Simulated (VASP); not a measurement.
A convergence study with VASP on GaAs (zinc blende): one setting is varied, all else stays as given below, so the limit is that of these other settings.

```
GaAs
1.0
    0.00000     2.82500     2.82500
    2.82500     0.00000     2.82500
    2.82500     2.82500     0.00000
Ga As
1 1
Direct
  0.00000   0.00000   0.00000
  0.25000   0.25000   0.25000
```

The numbers are results of LDA (Ceperley-Alder, Perdew-Zunger), VASP's LDA PAW potentials (set 64) (plane waves; VASP), not measurements. The tightest run used: 550 eV cut-off, 13×13×13 Monkhorst-Pack mesh, Gaussian smearing of 0.050 eV, potentials Ga_d As.

### Question
The settings run are 1×1×1 mesh; 2×2×2 mesh; 3×3×3 mesh; 4×4×4 mesh; 5×5×5 mesh; 6×6×6 mesh; 7×7×7 mesh; 8×8×8 mesh; 9×9×9 mesh; 10×10×10 mesh; 11×11×11 mesh; 12×12×12 mesh; 13×13×13 mesh. From which on does the energy per atom stay within 0.005 eV/atom of the tightest run?

### Answer
From 8×8×8 mesh on: it is off by 0.0001 there and by no more than 0.005 in any finer run, while 7×7×7 mesh is off by 0.0060.
```json
[
 {"setting": "1×1×1 mesh", "E (eV/atom)": "4.3122", "pressure (GPa)": "68.23", "irreducible k-points": "1", "difference judged (eV/atom)": "9.1313"},
 {"setting": "2×2×2 mesh", "E (eV/atom)": "-4.7337", "pressure (GPa)": "-1.17", "irreducible k-points": "2", "difference judged (eV/atom)": "0.0854"},
 {"setting": "3×3×3 mesh", "E (eV/atom)": "-4.5109", "pressure (GPa)": "-0.34", "irreducible k-points": "4", "difference judged (eV/atom)": "0.3082"},
 {"setting": "4×4×4 mesh", "E (eV/atom)": "-4.8170", "pressure (GPa)": "-1.47", "irreducible k-points": "10", "difference judged (eV/atom)": "0.0020"},
 {"setting": "5×5×5 mesh", "E (eV/atom)": "-4.7846", "pressure (GPa)": "-1.47", "irreducible k-points": "10", "difference judged (eV/atom)": "0.0344"},
 {"setting": "6×6×6 mesh", "E (eV/atom)": "-4.8191", "pressure (GPa)": "-1.45", "irreducible k-points": "28", "difference judged (eV/atom)": "0.0000"},
 {"setting": "7×7×7 mesh", "E (eV/atom)": "-4.8130", "pressure (GPa)": "-1.50", "irreducible k-points": "20", "difference judged (eV/atom)": "0.0060"},
 {"setting": "8×8×8 mesh", "E (eV/atom)": "-4.8192", "pressure (GPa)": "-1.45", "irreducible k-points": "60", "difference judged (eV/atom)": "0.0001"},
 {"setting": "9×9×9 mesh", "E (eV/atom)": "-4.8177", "pressure (GPa)": "-1.48", "irreducible k-points": "35", "difference judged (eV/atom)": "0.0013"},
 {"setting": "10×10×10 mesh", "E (eV/atom)": "-4.8192", "pressure (GPa)": "-1.45", "irreducible k-points": "110", "difference judged (eV/atom)": "0.0002"},
 {"setting": "11×11×11 mesh", "E (eV/atom)": "-4.8188", "pressure (GPa)": "-1.46", "irreducible k-points": "56", "difference judged (eV/atom)": "0.0003"},
 {"setting": "12×12×12 mesh", "E (eV/atom)": "-4.8192", "pressure (GPa)": "-1.45", "irreducible k-points": "182", "difference judged (eV/atom)": "0.0002"},
 {"setting": "13×13×13 mesh", "E (eV/atom)": "-4.8191", "pressure (GPa)": "-1.46", "irreducible k-points": "84", "difference judged (eV/atom)": "0.0000"}
]
```

Left out are rungs that failed or repeat a setting and relaxations that didn't move; long series are thinned to 24 rows.

The compound is GaAs in the zinc blende structure. The cell was not relaxed at this level.
